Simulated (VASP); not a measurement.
```xyz
1
Lattice="0.0000 1.9398 1.9398 1.9398 0.0000 1.9398 1.9398 1.9398 0.0000" Properties=species:S:1:pos:R:3 pbc="T T T"
Pd     0.0000     0.0000     0.0000
```

Computed with revTPSS meta-GGA, VASP's PBE PAW potentials (set 64) (plane waves; VASP 6.6.1). Numerical set-up: 520 eV cut-off, 18×18×18 Γ-centred mesh, tetrahedra with Blöchl corrections, potentials Pd.

Question: Give the energies of bands 1 to 6 at the high-symmetry points, in eV from the Fermi level.

Answer: 
| band | Γ | X | U | L | W |
|---|---|---|---|---|---|
| 1 | -7.25 | -5.57 | -4.87 | -5.40 | -4.48 |
| 2 | -2.88 | -5.22 | -4.27 | -2.96 | -3.45 |
| 3 | -2.88 | -0.06 | -2.01 | -2.96 | -3.45 |
| 4 | -2.88 | 0.33 | -0.99 | -0.01 | -1.37 |
| 5 | -1.26 | 0.33 | -0.14 | -0.01 | 0.33 |
| 6 | -1.26 | 3.33 | 7.18 | 0.90 | 8.98 |

It has no gap at this level: it comes out as a metal or semimetal.

The compound is Pd in the fcc structure. It was relaxed first.
